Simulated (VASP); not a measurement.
# Be3Te2O (Cmc2_1) in VASP: phonons with PBE

Aim: the phonons of Be3Te2O with PBE.

Everything below comes from runs of VASP 6.6.1. Logs are shortened: lines on timing, memory, paths and dates and some standing lists are left out, and cuts for length are marked.

### Step 1. Starting point

Symmetry: Cmc2_1, No. 36, orthorhombic system. Conventional cell: a = 10.770 Å, b = 6.148 Å, c = 6.775 Å, α = 90.00°, β = 90.00°, γ = 90.00°. Be (site symmetry 1) is surrounded by 1 O at 1.59 Å. Around Be (site symmetry m) lie 1 O at 1.52 Å. Te (site symmetry 1) has 4 Be at 2.41 to 2.56 Å as nearest neighbours. O (site symmetry m) is surrounded by 3 Be at 1.52 to 1.59 Å.

The cell was built by a generator and needn't be a form met in nature.

### Step 2. Phonons, PBE

POSCAR reads:

```
Be3Te2O
1.0
    5.3850100000     -3.0738400000      0.0000000000
    5.3850100000      3.0738400000      0.0000000000
    0.0000000000      0.0000000000      6.7754500000
Be Te O
6 4 2
Direct
    0.4327260000      0.8200530000      0.1162620000
    0.1799470000      0.5672740000      0.1162620000
    0.9346370000      0.0653630000      0.0457040000
    0.8200530000      0.4327260000      0.6162620000
    0.5672740000      0.1799470000      0.6162620000
    0.0653630000      0.9346370000      0.5457040000
    0.5136420000      0.1535420000      0.9889760000
    0.1535420000      0.5136420000      0.4889760000
    0.8464580000      0.4863580000      0.9889760000
    0.4863580000      0.8464580000      0.4889760000
    0.1801660000      0.8198340000      0.0734970000
    0.8198340000      0.1801660000      0.5734970000
```

INCAR.step1 reads:

```
SYSTEM = Be3Te2O
PREC = Accurate
ENCUT = 520
EDIFF = 1E-8
ISMEAR = 0
SIGMA = 0.03
LREAL = .False.
LASPH = .True.
NELM = 100
ALGO = Normal
ISIF = 3
LWAVE = .False.
LCHARG = .False.
GGA = PE
KPAR = 8
IBRION = 2
NSW = 40
EDIFFG = -0.002
```

INCAR.step2 reads:

```
SYSTEM = Be3Te2O
PREC = Accurate
ENCUT = 520
EDIFF = 1E-8
ISMEAR = 0
SIGMA = 0.03
LREAL = .False.
LASPH = .True.
NELM = 100
ALGO = Normal
ISIF = 2
LWAVE = .False.
LCHARG = .False.
GGA = PE
KPAR = 8
IBRION = 6
NFREE = 2
POTIM = 0.015
NSW = 1
```

KPOINTS reads:

```
regular mesh
0
Gamma
  5 5 4
  0 0 0
```

Potentials or basis: VASP PAW PBE potentials, release 64 (Be, Te, O).

Launch:

```bash
> cat potpaw_PBE.64/Be/POTCAR potpaw_PBE.64/Te/POTCAR potpaw_PBE.64/O/POTCAR > POTCAR
> cp INCAR.step1 INCAR
> mpirun -np 8 vasp_std > vasp.out
> cp CONTCAR POSCAR
> cp INCAR.step2 INCAR
> mpirun -np 8 vasp_std > vasp.out
```

OUTCAR:

```text
SYSTEM = Be3Te2O
   PREC = Accurate
   ENCUT = 520
   EDIFF = 1E-8
   ISMEAR = 0
   LREAL = .False.
   LASPH = .True.
   NELM = 100
   ISIF = 2
   GGA = PE
   IBRION = 6
   NFREE = 2
   POTIM = 0.015
   NSW = 1

 ion  position               nearest neighbor table
   1  0.433  0.820  0.116-  11 1.59   9 2.49   7 2.51  10 2.56
   2  0.180  0.567  0.116-  11 1.59   7 2.49   9 2.51   8 2.56
   3  0.935  0.065  0.046-  11 1.52   9 2.41   7 2.41
   4  0.820  0.433  0.616-  12 1.59  10 2.49   8 2.51   9 2.56
   5  0.567  0.180  0.616-  12 1.59   8 2.49  10 2.51   7 2.56
   6  0.065  0.935  0.546-  12 1.52  10 2.41   8 2.41
   7  0.514  0.154  0.989-   3 2.41   2 2.49   1 2.51   5 2.56   9 3.56   9 3.56   9 3.58
   8  0.154  0.514  0.489-   6 2.41   5 2.49   4 2.51   2 2.56  10 3.56  10 3.56  10 3.58
   9  0.846  0.486  0.989-   3 2.41   1 2.49   2 2.51   4 2.56   7 3.56   7 3.56   7 3.58
  10  0.486  0.846  0.489-   6 2.41   4 2.49   5 2.51   1 2.56   8 3.56   8 3.56   8 3.58
  11  0.180  0.820  0.074-   3 1.52   2 1.59   1 1.59
  12  0.820  0.180  0.574-   6 1.52   5 1.59   4 1.59

  LATTYP: Found a base centered orthorhombic cell.
 ALAT       =     6.1480977429
 B/A-ratio  =     1.7516082511
 C/A-ratio  =     1.1025612320

  Lattice vectors:

 A1 = (  -5.3845293674,  -3.0740488715,   0.0000000000)
 A2 = (   5.3845293674,  -3.0740488715,   0.0000000000)
 A3 = (   0.0000000000,   0.0000000000,   6.7786542216)

Analysis of symmetry for initial positions (statically):
=====================================================================
 Subroutine PRICEL returns:
 Original cell was already a primitive cell.

 Routine SETGRP: Setting up the symmetry group for a
 base centered orthorhombic supercell.

 Subroutine GETGRP returns: Found  4 space group operations
 (whereof  2 operations were pure point group operations)
 out of a pool of  8 trial point group operations.

The static configuration has the point symmetry C_1h.
 The point group associated with its full space group is C_2v.

Analysis of symmetry for dynamics (positions and initial velocities):
=====================================================================
 Subroutine PRICEL returns:
 Original cell was already a primitive cell.
[... 312 lines left out ...]
  free  energy   TOTEN  =       -56.3127418004 eV

  energy  without entropy=      -56.3127418004  energy(sigma->0) =      -56.31274180

[... ionic steps 4 to 22 ...]

--------------------------------------- Ionic step       23  -------------------------------------------

 number of electron      48.0000002 magnetization

------------------------ aborting loop because EDIFF is reached ----------------------------------------
[... 87 lines left out ...]
--------------------------------------- Ionic step       25  -------------------------------------------

 number of electron      47.9999998 magnetization

 Free energy of the ion-electron system (eV)
  ---------------------------------------------------
  ext. energy  EPLUGINS =         0.00000000
  ---------------------------------------------------
  free energy    TOTEN  =       -56.31340634 eV

  energy without entropy =      -56.31340634  energy(sigma->0) =      -56.31340634

 E-fermi :   4.6431     XC(G=0):  -8.9918

 val. band max:        4.5140618522   @ k =  -0.4000   0.4000   0.0000
 cond. band min:       6.6543459003   @ k =   0.4000  -0.4000   0.2500
 fundamental gap:      2.1402840481
 Fermi energy:         4.6431449656

 k-point     1 :       0.0000    0.0000    0.0000
  band No.  band energies     occupation
      1     -15.2287      2.00000
      2     -15.1935      2.00000
      3      -7.3609      2.00000
      4      -6.5048      2.00000
      5      -5.4074      2.00000
      6      -5.3215      2.00000
[... 805 lines left out ...]
     30       8.4951      0.00000
     31       8.9468      0.00000

 [... further k-points ...]
[... 5 lines left out ...]
  --------------------------------------------------------------------------------------
  -------------------------------------------------------------------------------------
  Total       -0.0463118      0.0320659     -0.0937189      0.0000000      0.0343193      0.0000000
  in kB       -0.3306511      0.2289400     -0.6691225      0.0000000      0.2450288      0.0000000
  external PRESSURE =      -0.2569445 kB  Pullay stress =       0.0000000 kB
[... 27 lines left out ...]
  FREE ENERGIE OF THE ION-ELECTRON SYSTEM (eV)
  ---------------------------------------------------
  free  energy   TOTEN  =       -56.3134063399 eV

  energy  without entropy=      -56.3134063399  energy(sigma->0) =      -56.31340634

 INTERNAL STRAIN TENSORS FROM DISPLACED ATOMS
 ============================================

 INTERNAL STRAIN TENSOR FOR ION    1 for displacements in x,y,z  (eV/Angst):
          X           Y           Z          XY          YZ          ZX
  --------------------------------------------------------------------------------
  x    -9.01336    -2.12079     0.39811     5.12332     1.45357    -2.97174
  y     4.86049     1.05723    -0.14699    -2.75750    -2.43683     1.15203
  z    -1.60837    -1.73220     0.76977     1.01225    -0.29994    -0.07596
[... 8 lines left out ...]
 INTERNAL STRAIN TENSOR FOR ION   12 for displacements in x,y,z  (eV/Angst):
          X           Y           Z          XY          YZ          ZX
  --------------------------------------------------------------------------------
  x     0.00000     0.00000     0.00000     8.91323     0.00000     4.15235
  y     8.53891   -17.23792     2.96428     0.00000    -2.91805     0.00000
  z     3.33622    -2.70245     6.00909     0.00000     2.23059     0.00000

 Eigenvectors and eigenvalues of the dynamical matrix
   1 f  =   27.892077 THz   175.251091 2PiTHz  930.379555 cm-1   115.352311 meV
   2 f  =   27.690371 THz   173.983733 2PiTHz  923.651360 cm-1   114.518122 meV
   3 f  =   22.698918 THz   142.621507 2PiTHz  757.154397 cm-1    93.875139 meV
   4 f  =   22.594901 THz   141.967947 2PiTHz  753.684756 cm-1    93.444958 meV
   5 f  =   22.216201 THz   139.588506 2PiTHz  741.052692 cm-1    91.878783 meV
   6 f  =   22.120045 THz   138.984343 2PiTHz  737.845287 cm-1    91.481115 meV
[... 25 lines left out ...]
  32 f  =    1.751765 THz    11.006665 2PiTHz   58.432596 cm-1     7.244715 meV
  33 f  =    1.665725 THz    10.466058 2PiTHz   55.562603 cm-1     6.888882 meV
  34 f/i=    0.001813 THz     0.011390 2PiTHz    0.060470 cm-1     0.007497 meV
  35 f/i=    0.002286 THz     0.014363 2PiTHz    0.076251 cm-1     0.009454 meV
  36 f/i=    0.006077 THz     0.038180 2PiTHz    0.202692 cm-1     0.025131 meV

 ELASTIC MODULI CONTR FROM IONIC RELAXATION (kBar)
 Direction    XX          YY          ZZ          XY          YZ          ZX
 --------------------------------------------------------------------------------
 XX        -345.5116     23.0113     41.2347     -0.0000      0.0000     -0.0000
 YY          23.0113   -328.5474     89.9659     -0.0000      0.0000     -0.0000
 ZZ          41.2347     89.9659   -183.1958      0.0000      0.0000     -0.0000
 XY          -0.0000      0.0000      0.0000   -149.1153      0.0000     -0.0000
 YZ           0.0000     -0.0000      0.0000      0.0000    -84.5227     -0.0000
 ZX          -0.0000      0.0000     -0.0000      0.0000     -0.0000    -43.8961
 --------------------------------------------------------------------------------
```

OUTCAR.step1:

```text
SYSTEM = Be3Te2O
   PREC = Accurate
   ENCUT = 520
   EDIFF = 1E-8
   ISMEAR = 0
   LREAL = .False.
   LASPH = .True.
   NELM = 100
[... 1303 lines left out ...]
  -------------------------------------------------------------------------------------
  Total        0.0047754     -0.0069045     -0.0027241      0.0000000      0.0000000      0.0000000
  in kB        0.0340950     -0.0492957     -0.0194494      0.0000000      0.0000000      0.0000000
  external PRESSURE =      -0.0115500 kB  Pullay stress =       0.0000000 kB
[... 27 lines left out ...]
  FREE ENERGIE OF THE ION-ELECTRON SYSTEM (eV)
  ---------------------------------------------------
  free  energy   TOTEN  =       -56.3140154475 eV

  energy  without entropy=      -56.3140154475  energy(sigma->0) =      -56.31401545

 reached required accuracy - stopping structural energy minimisation
```

It took 32 min on 8 MPI ranks of Intel Xeon Platinum 8488C (Sapphire Rapids), shared host; peak memory 0.74 GiB.

Results:

| Property | Result |
| --- | --- |
| Highest phonon frequency at Γ, LO-TO splitting left out | 930 cm⁻¹ |

Phonon frequencies in cm⁻¹ (negative: imaginary):
```tsv
q point	frequencies
(0.000, 0.000, 0.000)	0 0 0 56 58 99 103 126 139 143 147 153 201 214 267 282 293 310 319 338 341 349 388 406 417 421 448 468 479 479 738 741 754 757 924 930
```
